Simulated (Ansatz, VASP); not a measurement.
## TaF3 in VASP and in Ansatz

Contents of INCAR:

```
PREC = Accurate
ENCUT = 520
EDIFF = 1E-7
ISMEAR = 0
SIGMA = 0.05
LREAL = F
LASPH = T
NELM = 150
ALGO = Fast
ISIF = 2
LWAVE = F
LCHARG = T
LMAXMIX = 4
LDAU = T
LDAUTYPE = 1
LDAUL = 2 -1
LDAUU = 2 0
LDAUJ = 0.5 0
LDAUPRINT = 1
GGA = PS
LELF = T
LVHAR = T
NBANDS = 24
```

File KPOINTS:

```
Automatic mesh
0
Gamma
  5 5 5
```

File POSCAR:

```
TaF3
1.0
    3.9012005900      0.0000000000      0.0000000000
    0.0000000000      3.9012005900      0.0000000000
    0.0000000000      0.0000000000      3.9012005900
Ta F
1 3
Direct
    0.0000000000      0.0000000000      0.0000000000
    0.5000000000      0.0000000000      0.0000000000
    0.0000000000      0.5000000000      0.0000000000
    0.0000000000      0.0000000000      0.5000000000
```

Input for Ansatz:

```yaml
crystal:
  lattice:
    - [3.90120059, 0.0, 0.0]
    - [0.0, 3.90120059, 0.0]
    - [0.0, 0.0, 3.90120059]
  atoms:
    - { symbol: Ta, position: [0.0, 0.0, 0.0] }
    - { symbol: F, position: [0.5, 0.0, 0.0] }
    - { symbol: F, position: [0.0, 0.5, 0.0] }
    - { symbol: F, position: [0.0, 0.0, 0.5] }
basis:
  ecutwfc: 420
  ecutrho_ratio: 4
kpoints:
  mp_grid: { grid: [5, 5, 5] }
hamiltonian:
  xc: pbesol
  hubbard: { sites: [{ site: 0, l: d, u: 2.0, j: 0.5 }] }
scf:
  occupations: { method: gaussian, width: 0.05 }
  lower_state_search: "off"
  max_iter: 150
output:
  forces: true
  stress: true
  eigenvalues: true
  populations: true
  hubbard: { sites: [{ site: 0, l: d }] }
```

Alike in both runs: task single point; functional PBEsol; k mesh 5 × 5 × 5; occupations gaussian, width 0.05 eV; no spin polarisation; Hubbard terms Ta d U = 2.0 eV, J = 0.5 eV.

|  | VASP | Ansatz |
| --- | --- | --- |
| version | VASP 6.6.1 | Ansatz 0.2.0 |
| potentials or method | VASP PAW PBE potentials, release 64 (Ta_pv, F) | scalar-relativistic, plane waves, PAW |
| plane-wave cutoff (eV) | 520 | 420 |
| valence electrons in the cell | 32 | 34 |

```csv
,VASP,Ansatz,Ansatz less VASP
gap on the k mesh at the Fermi level (eV),none,none,-
pressure (GPa),23.0,21.3,-1.71
```

The programs project onto different local orbitals, so the same U acts differently. A gap of «none» marks a metal or a gap that the smearing closes. The two sets of potentials don't hold the same shells in valence. Ansatz warned: «filled_band_counts_differ_across_k_points».

Caveats: the PAW data sets were made with another functional, which shifts forces and pressure a little (VASP); U without spin polarisation on a metal has little footing. Spin-orbit coupling is left out, which matters for the levels of Ta.
